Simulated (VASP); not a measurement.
All values below come from PBE GGA, VASP's PBE PAW potentials (set 64) (plane waves; VASP).

VASP ran on this input.

POSCAR:
```
FeP
1
    3.4670120000     0.0000000000     0.0000000000
    0.0000000000     3.4670120000     0.0000000000
    0.0000000000     0.0000000000     6.1047380000
Fe P
2 2
Direct
  0.0000000000   0.5000000000   0.0000000000
  0.5000000000   0.0000000000   0.5000000000
  0.0000000000   0.0000000000   0.2500000000
  0.0000000000   0.0000000000   0.7500000000
```

**INCAR**
```
SYSTEM=FeP
EDIFF=1E-6   ! SCF stop (eV)
LWAVE=.FALSE.
LREAL=.FALSE.   ! projection in real space or not
GGA=PE   ! PBE
LCHARG=.FALSE.
ENCUT=300   ! plane-wave cut-off (eV)
ISPIN=2   ! spin-polarised
ISMEAR=-1   ! Fermi-Dirac
ALGO=Normal   ! blocked Davidson
LORBIT=11
LMAXMIX=4   ! l cut-off of mixed one-centre charges
ISIF=2
SIGMA=0.05   ! width (eV)
PREC=Accurate
MAGMOM=4.0 4.0 0.0 0.0
LASPH=.TRUE.   ! aspherical one-centre terms
NELM=100   ! most electronic steps
```

**KPOINTS**
```
Automatic mesh
0
Gamma
5 5 3
0 0 0
```

POTCAR, in this order: Fe P (PBE.64 set). Program: vasp_std.

Output

### OSZICAR
```
       N       E                     dE             d eps       ncg     rms          rms(c)
DAV:   1     0.114367230161E+03    0.11437E+03   -0.78260E+03  1008   0.801E+02
DAV:   2    -0.203666769501E+02   -0.13473E+03   -0.12719E+03  1008   0.223E+02
DAV:   3    -0.302910581430E+02   -0.99244E+01   -0.93874E+01  1300   0.640E+01
DAV:   4    -0.306293692326E+02   -0.33831E+00   -0.33692E+00  1199   0.131E+01
DAV:   5    -0.306434974237E+02   -0.14128E-01   -0.14121E-01  1376   0.248E+00    0.208E+01
DAV:   6    -0.406366946567E+02   -0.99932E+01   -0.75753E+01  1352   0.133E+02    0.509E+01
DAV:   7    -0.252948357519E+02    0.15342E+02   -0.59757E+01  1136   0.934E+01    0.735E+00
DAV:   8    -0.258997051766E+02   -0.60487E+00   -0.42192E+00  1276   0.115E+01    0.332E+00
DAV:   9    -0.258587728297E+02    0.40932E-01   -0.23012E-01  1279   0.623E+00    0.145E+00
DAV:  10    -0.258598642267E+02   -0.10914E-02   -0.35282E-02  1530   0.132E+00    0.689E-01
DAV:  11    -0.258627538004E+02   -0.28896E-02   -0.10074E-02  1484   0.724E-01    0.334E-01
DAV:  12    -0.258642706691E+02   -0.15169E-02   -0.36560E-03  1293   0.439E-01    0.173E-01
DAV:  13    -0.258645724589E+02   -0.30179E-03   -0.65077E-04  1437   0.212E-01    0.101E-01
DAV:  14    -0.258646882421E+02   -0.11578E-03   -0.48403E-04  1462   0.148E-01    0.566E-02
DAV:  15    -0.258647476155E+02   -0.59373E-04   -0.12400E-04  1410   0.763E-02    0.313E-02
DAV:  16    -0.258647617198E+02   -0.14104E-04   -0.88410E-05  1440   0.600E-02    0.157E-02
DAV:  17    -0.258647669881E+02   -0.52683E-05   -0.30930E-06   919   0.210E-02    0.854E-03
DAV:  18    -0.258647684008E+02   -0.14127E-05   -0.19984E-06   721   0.110E-02    0.461E-03
DAV:  19    -0.258647684970E+02   -0.96208E-07   -0.74368E-07   624   0.875E-03
   1 F= -.25864768E+02 E0= -.25845317E+02  d E =-.389030E-01  mag=     5.0445
```

**OUTCAR**
```
------------------------ aborting loop because EDIFF is reached ----------------------------------------
  FORCE on cell =-STRESS in cart. coord.  units (eV):
  Direction    XX          YY          ZZ          XY          YZ          ZX
  --------------------------------------------------------------------------------------
  Total       -2.6984792     -2.6984792     -1.6236098      0.0000000      0.0000000      0.0000000
  in kB      -58.9185345    -58.9185345    -35.4498604      0.0000000      0.0000000      0.0000000
  external PRESSURE =     -51.0956431 kB  Pullay stress =       0.0000000 kB
  volume of cell :       73.38
      direct lattice vectors                 reciprocal lattice vectors
     3.467012000  0.000000000  0.000000000     0.288432806  0.000000000  0.000000000
     0.000000000  3.467012000  0.000000000     0.000000000  0.288432806  0.000000000
     0.000000000  0.000000000  6.104738000     0.000000000  0.000000000  0.163807194
 POSITION                                       TOTAL-FORCE (eV/Angst)
 -----------------------------------------------------------------------------------
      0.00000      1.73351      0.00000        -0.000000     -0.000000      0.000000
      1.73351      0.00000      3.05237        -0.000000     -0.000000      0.000000
      0.00000      0.00000      1.52618        -0.000000      0.000000      0.000000
      0.00000      0.00000      4.57855         0.000000     -0.000000     -0.000000
 -----------------------------------------------------------------------------------
    total drift:                               -0.000000     -0.000000      0.000000
  FREE ENERGIE OF THE ION-ELECTRON SYSTEM (eV)
  ---------------------------------------------------
  free  energy   TOTEN  =       -25.8647684970 eV

  energy  without entropy=      -25.8258655111  energy(sigma->0) =      -25.84531700

 total charge

# of ion       s       p       d       tot
------------------------------------------
    1        0.435   0.425   6.205   7.065
    2        0.435   0.425   6.205   7.065
    3        1.056   1.422   0.000   2.478
    4        1.056   1.422   0.000   2.478
--------------------------------------------------
tot          2.982   3.694  12.410  19.086

 magnetization (x)

# of ion       s       p       d       tot
------------------------------------------
    1        0.067   0.041   2.391   2.499
    2        0.067   0.041   2.391   2.499
    3       -0.003  -0.034   0.000  -0.037
    4       -0.003  -0.034   0.000  -0.037
--------------------------------------------------
tot          0.127   0.015   4.782   4.924
```
(Selected blocks of OUTCAR.)

At this cut-off the stress carries a Pulay error, which pulls relaxed volumes low.

The structure was generated: FeP was put into an ordered model structure, which need not be its known phase. The cell was not relaxed at this level, and its volume differs by -5.9 % from the start's. The k-mesh is coarse (spacing up to 0.36 per Å, 2π included), so the numbers may not be converged in it.
